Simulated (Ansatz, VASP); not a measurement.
**NaCaSCl in two plane-wave programs**

Wanted: the spread between two codes on one cell, functional and k mesh. The cell is generated by rule, not measured, and may not be a known phase. The cell is taken from a series of runs on this material, whose earlier steps may have relaxed, scaled, displaced or heated it; both programs get it as it stands.

Main program and level: Ansatz 0.2.0; plane waves, with VASP 6.6.1 beside it; relaxation of cell and atoms at PBE.

The structure was built from a prototype and need not be the compound's stable phase.

## Step 1: The starting structure

Symmetry: P4/nmm, No. 129, tetragonal system. Conventional cell: a = 4.026 Å, b = 4.026 Å, c = 11.449 Å, α = 90.00°, β = 90.00°, γ = 90.00°. Nearest to Ca lie 5 S at 2.83 to 2.85 Å and 1 Cl at 2.92 Å. Nearest to Cl lie 5 Na at 2.85 to 2.88 Å and 1 Ca at 2.92 Å. Na has 1 S at 2.83 Å and 5 Cl at 2.85 to 2.88 Å nearest. S has 1 Na at 2.83 Å and 5 Ca at 2.83 to 2.85 Å nearest. Farther neighbours and most contacts between anions are not listed.

## Step 2: Ansatz: relaxation of cell and atoms, PBE

Ansatz runs on its default PAW (the set named soft_2) files.

The relaxed volume is the usual yardstick between codes: in a stiff, nearly cubic crystal its relative difference is about their pressure difference at one cell divided by the bulk modulus.

input.yaml reads:

```yaml
crystal:
  lattice:
    - [2.8471199777, 2.8471199777, 0.0]
    - [-2.8471199777, 2.8471199777, 0.0]
    - [0.0, 0.0, 11.4486286866]
  atoms:
    - { symbol: Ca, position: [0.0, 0.0, 0.5030410096] }
    - { symbol: Ca, position: [0.5, 0.5, 0.7469589904] }
    - { symbol: Cl, position: [0.5, 0.5, 0.001780471] }
    - { symbol: Cl, position: [1.0, 0.0, 0.248219529] }
    - { symbol: Na, position: [0.0, 0.0, -0.0029326886] }
    - { symbol: Na, position: [0.5, 0.5, 0.2529326886] }
    - { symbol: S, position: [0.5, 0.5, 0.4997280064] }
    - { symbol: S, position: [1.0, 0.0, 0.7502719936] }
kpoints:
  mp_grid: { grid: [8, 8, 2] }
hamiltonian:
  xc: pbe
scf:
  occupations: { method: fixed }
output:
  forces: true
  stress: true
  eigenvalues: true
relax:
  adjacent_minimum: "off"
  f_tol: 0.001
  max_steps: 60
  cell: { stress_tol: 0.01 }
```

Launch:

```
$ ansatz run input.yaml --threads 8 --pin off --max-ram 14336MiB --backend cpu --events-out ev --progress --plain --runs-dir out
```

Numbers of over 12 decimals in the logs are rounded to 6 here.

Output:

```text
Engine: ansatz 0.2.0, aarch64-unknown-linux-gnu
Pseudopotentials: kind: paw
Pseudopotential: Ca, paw, valence charge 10, recommended cutoff 420 eV (normal), Ca.paw.azcp
Pseudopotential: Cl, paw, valence charge 7, recommended cutoff 420 eV (normal), Cl.paw.azcp
Pseudopotential: Na, paw, valence charge 9, recommended cutoff 420 eV (normal), Na.paw.azcp
Pseudopotential: S, paw, valence charge 6, recommended cutoff 420 eV (normal), S.paw.azcp
Functional definition: PBE
  parameter kappa = 0.804
  parameter beta = 0.066725
  exchange = pbe_x(kappa = kappa, mu = beta*pi^2/3)
  correlation = pbe_c(beta = beta)
Crystal: 8 atoms, lattice volume = 185.607 Å³
Basis set: ecut = 420 eV, 3647 PW (Γ), exchange–correlation on 54×54×160 points (8 copies of the dense FFT grid, shifted against one another)
Bands: 40, of which v1, the nominal top of the filled ones, is band 32 counted from 1 (31 counted from 0)
Symmetry: 16 space group operations
Space group: P4/nmm (ITA 129), of the structure as read, at distance tolerance 5.7e-5 Å
k-points: 30 of 128
Non-local potential: Ca, projectors of the file, l = 0: 3, l = 1: 2, l = 2: 2
Non-local potential: Cl, projectors of the file, l = 0: 2, l = 1: 2, l = 2: 2
Non-local potential: Na, projectors of the file, l = 0: 3, l = 1: 2, l = 2: 1
Non-local potential: S, projectors of the file, l = 0: 2, l = 1: 2, l = 2: 2
PAW form: soft (Blöchl's): semilocal exchange-correlation on the pseudo side does not see the compensation charge
PAW one-centre angular grid: Ca, 110 points (default); XC on 64 Gauss nodes
PAW one-centre angular grid: Cl, 110 points (default); XC on 64 Gauss nodes
PAW one-centre angular grid: Na, 110 points (default); XC on 64 Gauss nodes
PAW one-centre angular grid: S, 110 points (default); XC on 64 Gauss nodes
Initial density: superposition of atomic densities (neutral atoms: chi_scale 0, normalization atom), corrected by the library's trained network
Initial wavefunctions: pseudopotential atomic-orbital guess
Functional: x = pbe(κ = 0.804, μ = 0.219515), c = pbe(β = 0.066725)
SCF iter   1: F=—  HF=-10585.455106 eV  |F-HF|=—  |Δ(HF+E_count)|=         —  Δρ=4.29e-4  dr2=1.27e-3  ethr=1.77e-3  ⟨swp⟩=5.3  Hψ=4807  notcnv=0  defer=166
preconditioner: auto → Resta (q_TF=auto, 2.285 Å⁻¹)  ε∞=3.4  [insulator: Δε(μ)=2.801 eV  Ē_g=10.043 eV  n_scr=48 (ndim 8)  ℏωp=15.4 eV  f_vac=0.010  ε∞_Penn≈3.4]
SCF iter   2: F=—  HF=-10585.454600 eV  |F-HF|=—  |Δ(HF+E_count)|=   5.06e-4  Δρ=2.73e-4  dr2=6.01e-4  ethr=1.98e-6  ⟨swp⟩=2.9  Hψ=2239  notcnv=0  defer=179
SCF iter   3: F=—  HF=-10585.454545 eV  |F-HF|=—  |Δ(HF+E_count)|=   5.51e-5  Δρ=1.32e-4  dr2=1.05e-4  ethr=9.40e-7  ⟨swp⟩=2.8  Hψ=1631  notcnv=0  defer=180
SCF iter   4: F=—  HF=-10585.454523 eV  |F-HF|=—  |Δ(HF+E_count)|=   2.19e-5  Δρ=4.74e-5  dr2=6.30e-6  ethr=1.65e-7  ⟨swp⟩=2.0  Hψ=1359  notcnv=0  defer=177
SCF iter   5: F=—  HF=-10585.454504 eV  |F-HF|=—  |Δ(HF+E_count)|=   1.89e-5  Δρ=1.59e-5  dr2=6.06e-7  ethr=9.85e-9  ⟨swp⟩=2.0  Hψ=2146  notcnv=0  defer=168
SCF iter   6: F=-10585.454505 eV  HF=-10585.454505 eV  |F-HF|=4.63e-8  |Δ(HF+E_count)|=   3.19e-7  Δρ=6.14e-6  dr2=6.97e-8  ethr=1.56e-10  ⟨swp⟩=15.5  Hψ=7519  notcnv=0
SCF 1 converged in 6 iterations: F = -10585.454505 eV  dr2 = 6.97e-8
  greatest PAW one-centre occupation: 0.999 electrons in one spin orbital (limit 2), on the Na atom at site 5 (counted from 0), in its partial waves of l = 0
relax step   1: F+E_penalty+E_count = -10585.45450452 eV  Δ(F+E_penalty+E_count) = +0.000e0 eV  max|allowed force component| = 1.508e-3 eV/Å  Δτ_max = 0.0000 Å  P = +0.004 GPa  Ω = 185.607 Å³  (6 SCF iters, dr2 threshold 1.00e-7 eV, accepted)
[...]
relax step   3: F+E_penalty+E_count = -10585.45452384 eV  Δ(F+E_penalty+E_count) = -3.097e-6 eV  max|allowed force component| = 1.544e-3 eV/Å  Δτ_max = 0.0018 Å  P = +0.001 GPa  Ω = 185.662 Å³  energy of the carried Pulay correction = -1.498e-6 eV  (6 SCF iters, dr2 threshold 4.58e-10 eV, accepted)
[...]
relax step   4: F+E_penalty+E_count = -10585.45452677 eV  Δ(F+E_penalty+E_count) = -2.929e-6 eV  max|allowed force component| = 2.931e-4 eV/Å  Δτ_max = 0.0007 Å  P = -0.000 GPa  Ω = 185.655 Å³  energy of the carried Pulay correction = -1.323e-6 eV  (6 SCF iters, dr2 threshold 1.49e-10 eV, accepted)
[...]
relax step   5: F+E_penalty+E_count = -10585.45452707 eV  Δ(F+E_penalty+E_count) = -3.013e-7 eV  max|allowed force component| = 2.938e-4 eV/Å  Δτ_max = 0.0000 Å  P = -0.000 GPa  Ω = 185.655 Å³  stress off target by 3.91e-4 GPa  SCF on the basis re-selected at this cell (its energy is not comparable with the rows above)  (10 SCF iters)
basis re-selected at this cell: Δ(F+E_penalty+E_count) = -3.013e-7 eV, ΔP = +0.000 GPa vs the last step (what re-selecting the basis moved, of the pressure what is left beyond the Pulay correction that the steps carried, after the strain that the cell walked since its last selection, with what the two solves' SCF thresholds leave and, on support functions, any second-order correction that the steps lacked; it is no m [...]
SCF converged after 10 iterations
Free energy (F): -10585.454527 eV
Harris-Foulkes:  -10585.454527 eV  (|F-HF|=3.64e-12)
Internal energy: -10585.454527 eV  (E = F + TS)
E sigma→0 (E₀):  -10585.454527 eV
Fermi energy:    4.318263 eV
--- Per-component energies (eV) ---
  E_band       = -748.734523
  E_kinetic    = 1337.838641
  E_local      = -4745.339959  (includes V_loc(G=0)·N_el)
  E_nonlocal   = 470.376559
  E_hartree    = 1634.231849
  E_xc         = -765.697061
  E_vxc        = -867.690349  (∫ρ·V_xc dr)
  E_paw        = -4762.324201  (= ΣΔE_a)
  E_vpaw       = -212.383243  (= ΣTr[D̂ρ^β])
  E_aug_tail   = 0.000128  (compensation charges beyond the density's cutoff)
  E_ewald      = -3754.540483
  E_smearing   = -0.000000  (= −TS)
  E_closure    = 0.000000  (closes the sum)
  Σ components = -10585.454527   (vs F -10585.454527, Δ=0.00e0)
--- Forces (eV/Å), atoms counted from 1 ---
  atom   1  Ca     0.00000000    -0.00000000     0.00029379
  atom   2  Ca     0.00000000    -0.00000000    -0.00029379
  atom   3  Cl     0.00000000     0.00000000     0.00007672
  atom   4  Cl     0.00000000     0.00000000    -0.00007672
  atom   5  Na     0.00000000    -0.00000000     0.00024505
  atom   6  Na     0.00000000    -0.00000000    -0.00024505
  atom   7  S      0.00000000     0.00000000     0.00017983
  atom   8  S      0.00000000     0.00000000    -0.00017983
  max |Σ_I F_I| component: 5.42e-20 eV/Å
--- Stress (GPa, compression-positive) ---
       -0.000391       0.000000       0.000000
        0.000000      -0.000391       0.000000
        0.000000       0.000000       0.000149
  P = ⅓ Tr σ = -0.0002 GPa (-0.002 kbar)
--- Band table (eV; the first three rows and the last of 30) ---
  k-point 0: bands = [... 28 lower, 3.9230, 3.9230, 4.3183, 4.3183, 7.1234, 7.7309, 8.0114, 9.2138, ... 4 higher]
  k-point 1: bands = [... 28 lower, 3.9260, 3.9260, 4.3134, 4.3134, 7.1263, 8.0027, 8.3288, 8.7933, ... 4 higher]
  k-point 2: bands = [... 28 lower, 3.8299, 3.8516, 3.9043, 4.1725, 7.5058, 8.0312, 8.3187, 9.1532, ... 4 higher]
  k-point 29: bands = [... 28 lower, 3.2873, 3.2873, 3.4826, 3.4826, 7.6784, 7.6784, 9.5642, 9.5642, ... 4 higher]
--- Relaxed structure (4 steps of the walk, 4 accepted, 1 SCFs on fresh bases) ---
  F+E_penalty+E_count = -10585.45452707 eV   max|allowed force component| = 2.938e-4 eV/Å   (the final SCF, on the basis selected at the relaxed cell)
  cell:  # Å, volume = 185.6554 Å³
    - [2.846447, 2.846447, 0.0]
    - [-2.846447, 2.846447, 0.0]
    - [0.0, 0.0, 11.457014]
  atoms:
    - { symbol: Ca, position: [0, 0, 0.503070] }
    - { symbol: Ca, position: [0.5, 0.5, 0.746930] }
    - { symbol: Cl, position: [0.5, 0.5, 0.00173319] }
    - { symbol: Cl, position: [1.0, 0.0, 0.248267] }
    - { symbol: Na, position: [0, 0, -0.00305892] }
    - { symbol: Na, position: [0.5, 0.5, 0.253059] }
    - { symbol: S, position: [0.5, 0.5, 0.499795] }
    - { symbol: S, position: [1.0, 0.0, 0.750205] }
```

## Step 3: VASP: relaxation of cell and atoms, PBE

The same cell, functional and mesh now go to VASP, with its own data sets.

Lines of VASP's logs that name or quote its potential files are left out, and so is its time.

INCAR reads:

```
SYSTEM = NaCaSCl
PREC = Accurate
ENCUT = 500
EDIFF = 1E-07
NELM = 120
ISMEAR = 0
SIGMA = 0.01
LREAL = .FALSE.
ALGO = Normal
GGA = PE
NBANDS = 38
LORBIT = 11
LWAVE = .FALSE.
LCHARG = .FALSE.
ISIF = 3
IBRION = 2
NSW = 80
EDIFFG = -0.005
LASPH = .TRUE.
GGA_COMPAT = .FALSE.
NELMIN = 4
EFERMI = MIDGAP
KPAR = 2
```

POSCAR reads:

```
NaCaSCl
1.0
    2.8471200000      2.8471200000      0.0000000000
   -2.8471200000      2.8471200000      0.0000000000
    0.0000000000      0.0000000000     11.4486290000
Ca Cl Na S
2 2 2 2
Direct
    0.0000000000      0.0000000000      0.5030410191
    0.5000000000      0.5000000000      0.7469589590
    0.5000000000      0.5000000000      0.0017804752
    0.0000000000      0.0000000000      0.2482195030
    0.0000000000      0.0000000000      0.9970673344
    0.5000000000      0.5000000000      0.2529326437
    0.5000000000      0.5000000000      0.4997279587
    0.0000000000      0.0000000000      0.7502719321
```

KPOINTS reads:

```
Automatic mesh
0
Gamma
8 8 2
0 0 0
```

Potentials, in the order of the species: Ca_sv, Cl, Na_pv and S (PBE family, release 64).

Launch:

```
$ mpirun -np 2 vasp_std
```

Output:

```text
[banner, memory and clock lines left out]
running    2 mpi-ranks, on    1 nodes
 distrk:  each k-point on    1 cores,    2 groups
 distr:  one band on    1 cores,    1 groups

 POSCAR found type information on POSCAR CaClNaS
 POSCAR found :  4 types and       8 ions
 LDA part: xc-table for (Slater+PW92), standard interpolation
 POSCAR, INCAR and KPOINTS ok, starting setup
 FFT: planning ... GRIDC
 FFT: planning ... GRID_SOFT
 FFT: planning ... GRID
 WAVECAR not read
 entering main loop
       N       E                     dE             d eps       ncg     rms          rms(c)
DAV:   1     0.614032248592E+03    0.61403E+03   -0.28088E+04  2280   0.152E+03
DAV:   2     0.298207254000E+02   -0.58421E+03   -0.56707E+03  2570   0.423E+02
DAV:   3    -0.318106394755E+02   -0.61631E+02   -0.60920E+02  3258   0.134E+02
DAV:   4    -0.350660307631E+02   -0.32554E+01   -0.32466E+01  3512   0.305E+01
DAV:   5    -0.352522046274E+02   -0.18617E+00   -0.18606E+00  3874   0.497E+00    0.787E+00
DAV:   6    -0.342213082196E+02    0.10309E+01   -0.25974E+00  2828   0.551E+00    0.541E+00
DAV:   7    -0.341203739258E+02    0.10093E+00   -0.83345E-01  3194   0.365E+00    0.297E+00
DAV:   8    -0.341105069333E+02    0.98670E-02   -0.14945E-01  3176   0.207E+00    0.503E-01
DAV:   9    -0.341092752859E+02    0.12316E-02   -0.24613E-02  3154   0.643E-01    0.337E-01
DAV:  10    -0.341081000409E+02    0.11752E-02   -0.25387E-03  3736   0.215E-01    0.191E-01
DAV:  11    -0.341061429664E+02    0.19571E-02   -0.75256E-03  2956   0.422E-01    0.153E-01
DAV:  12    -0.341060638921E+02    0.79074E-04   -0.19701E-03  3184   0.149E-01    0.862E-02
DAV:  13    -0.341060940208E+02   -0.30129E-04   -0.29086E-04  3482   0.508E-02    0.424E-02
DAV:  14    -0.341061025528E+02   -0.85319E-05   -0.19378E-05  3200   0.189E-02    0.192E-02
DAV:  15    -0.341061082073E+02   -0.56545E-05   -0.91596E-06  3226   0.139E-02    0.572E-03
DAV:  16    -0.341061082038E+02    0.34815E-08   -0.94688E-07  2936   0.403E-03
   1 F= -.34106108E+02 E0= -.34106108E+02  d E =-.341061E+02
 curvature:   0.00 expect dE= 0.000E+00 dE for cont linesearch  0.000E+00
 trial: gam= 0.00000 g(F)=  0.135E-04 g(S)=  0.535E-04 ort = 0.000E+00 (trialstep = 0.100E+01)
 search vector abs. value=  0.671E-04
 bond charge predicted
       N       E                     dE             d eps       ncg     rms          rms(c)
DAV:   1    -0.341064306168E+02   -0.32241E-03   -0.94507E-03  2810   0.709E-01    0.110E-01
DAV:   2    -0.341062257217E+02    0.20490E-03   -0.61985E-04  3016   0.149E-01    0.519E-02
DAV:   3    -0.341061643046E+02    0.61417E-04   -0.15940E-04  3298   0.762E-02    0.206E-02
DAV:   4    -0.341061589129E+02    0.53917E-05   -0.13235E-05  3704   0.142E-02    0.114E-02
DAV:   5    -0.341061554018E+02    0.35111E-05   -0.48327E-06  3920   0.825E-03    0.371E-03
DAV:   6    -0.341061546237E+02    0.77809E-06   -0.43670E-07  2472   0.338E-03    0.742E-04
DAV:   7    -0.341061545250E+02    0.98717E-07   -0.32289E-08  1674   0.135E-03
   2 F= -.34106155E+02 E0= -.34106155E+02  d E =-.463212E-04
 trial-energy change:   -0.000046  1 .order   -0.000044   -0.000067   -0.000021
 step:   1.3269(harm=  1.4562)  dis= 0.00056  next Energy=   -34.106158 (dE=-0.498E-04)
 reached required accuracy - stopping structural energy minimisation
```

(Part 1 of 2 ends here.)

[Lines on the potential files, build, host, timing and source positions are cut from VASP's logs without a mark.]

[Logs are printed without paths, hosts, clocks, repeated set-up lines and the standing remarks that a program may print on its own settings, such as how far it seeks lower states.]

[Hosts, paths, dates, database ids (printed as entryN), source tags and the programs' standing remarks are cut or masked in the printed files.]
